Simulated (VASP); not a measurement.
Level of theory: PBE GGA + U (Dudarev), VASP's PBE PAW potentials (set 64) (plane waves; VASP).

Input for VASP

KPOINTS:
```
Automatic mesh
0
Gamma
8 8 8
0 0 0
```

File POSCAR:
```
BaZrO3
1
    4.1900000000     0.0000000000     0.0000000000
    0.0000000000     4.1900000000     0.0000000000
    0.0000000000     0.0000000000     4.1900000000
Ba Zr O
1 1 3
Direct
  0.0000000000   0.0000000000   0.0000000000
  0.5000000000   0.5000000000   0.5000000000
  0.5000000000   0.0000000000   0.5000000000
  0.0000000000   0.5000000000   0.5000000000
  0.5000000000   0.5000000000   0.0000000000
```

INCAR:
```
# general
SYSTEM    =  BaZrO3
PREC      =  Accurate
ENCUT     =  400   # plane-wave cut-off (eV)
LREAL     =  .FALSE.   # projection in real space or not
LASPH     =  .TRUE.   # aspherical one-centre terms

# electronic loop
EDIFF     =  1E-6
NELM      =  100   # most electronic steps
ALGO      =  Normal   # blocked Davidson
LMAXMIX   =  4

# smearing
ISMEAR    =  -1
SIGMA     =  0.02   # width (eV)

# functional
GGA       =  PE   # PBE

# DFT+U
LDAU      =  .TRUE.
LDAUTYPE  =  2   # Dudarev
LDAUL     =  -1 2 -1
LDAUU     =  0 8.0 0
LDAUJ     =  0 0 0

# ions
ISIF      =  2

# output
LWAVE     =  .FALSE.
LCHARG    =  .FALSE.
```

POTCAR, in this order: Ba_sv Zr_sv O (PBE.64 set). Program: vasp_std.

At this cut-off the stress carries a Pulay error, which pulls relaxed volumes low. Unless said otherwise, spin-orbit coupling is left out, though it shifts the bands of the heavy elements here.

**Question.** What does the run give for the energy per atom (σ→0), pressure, band gap (on the k-mesh)?

**Answer.** 
The energy per atom (σ→0) comes out as -7.480 eV/atom, the band gap (on the k-mesh) comes out as 4.34 eV and the pressure is 9.53 GPa.

OSZICAR:
```
...
DAV:   8    -0.373916893091E+02    0.26048E-01   -0.37588E-01  2216   0.447E+00    0.139E+00
DAV:   9    -0.373967575410E+02   -0.50682E-02   -0.12394E-01  2240   0.213E+00    0.659E-01
DAV:  10    -0.373985835201E+02   -0.18260E-02   -0.33282E-02  2112   0.135E+00    0.332E-01
DAV:  11    -0.373982045562E+02    0.37896E-03   -0.48753E-03  2208   0.494E-01    0.656E-02
DAV:  12    -0.373982143090E+02   -0.97528E-05   -0.32857E-04  2432   0.131E-01    0.262E-02
DAV:  13    -0.373982108843E+02    0.34248E-05   -0.29975E-05  2328   0.348E-02    0.794E-03
DAV:  14    -0.373982108686E+02    0.15700E-07   -0.34596E-06  2024   0.129E-02
   1 F= -.37398211E+02 E0= -.37398211E+02  d E =-.138951E-13
```

The structure is a typed BaZrO3 crystal. The cell was not relaxed at this level. The run is one of a series of settings (LDAU = .TRUE., LDAUJ = 0 0 0, LDAUL = -1 2 -1, LDAUTYPE = 2, LDAUU = 0 8.0 0 against the base run), some of them coarse on purpose.
